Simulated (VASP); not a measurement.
An input for Ansatz (written as the equivalent of a VASP run, and not itself run):

Ansatz 0.2 input:
```yaml
crystal:
  lattice:
    - [1.6300776, -2.8233771, 0.0000000]
    - [1.6300776, 2.8233771, 0.0000000]
    - [0.0000000, 0.0000000, 5.2081411]
  atoms:
    - { symbol: Zr, position: [0.3333330, 0.6666670, 0.2500000] }
    - { symbol: Zr, position: [0.6666670, 0.3333330, 0.7500000] }
kpoints:
  mp_grid: { grid: [12, 12, 7] }
hamiltonian:
  xc: rpbe
  pseudopotentials: { kind: paw }
scf:
  occupations: { method: methfessel_paxton, width: 0.1 }
  max_iter: 100
relax:
  max_steps: 60
  f_tol: 0.01
  cell: {}
output: { forces: true, stress: true, eigenvalues: true }
```

Q: Write the VASP files for the same calculation (RPBE).

A: One answer among several that fit: 
File POSCAR:
```
Zr
1
    1.6300775876    -2.8233771462     0.0000000000
    1.6300775876     2.8233771462     0.0000000000
    0.0000000000    -0.0000000000     5.2081410792
Zr
2
Direct
  0.3333330000   0.6666670000   0.2500000000
  0.6666670000   0.3333330000   0.7500000000
```

INCAR:
```
! general
SYSTEM  = Zr
PREC    = Accurate
ENCUT   = 520
LREAL   = .FALSE.
LASPH   = .TRUE.

! electronic loop
EDIFF   = 1E-6
NELM    = 100
ALGO    = Normal
LMAXMIX = 4

! smearing
ISMEAR  = 1
SIGMA   = 0.1

! functional
GGA     = RP

! ions
IBRION  = 2
NSW     = 60
ISIF    = 3
EDIFFG  = -0.01

! output
LWAVE   = .FALSE.
LCHARG  = .FALSE.
```

KPOINTS:
```
Automatic
0
G
  12 12 7
0 0 0
```

POTCAR, in this order: Zr_sv (PBE.64 set). Program: vasp_std.

Limits of the translation: each code has its own PAW files, so the cut-off isn't converted (ENCUT is set for VASP's; basis.ecutwfc is left out, and Ansatz then takes the one that its files recommend); Ansatz stops its SCF on the density residual and VASP on the energy change (EDIFF).

The compound is Zr in the hcp structure. It was relaxed first. The start is the result of an earlier pass.
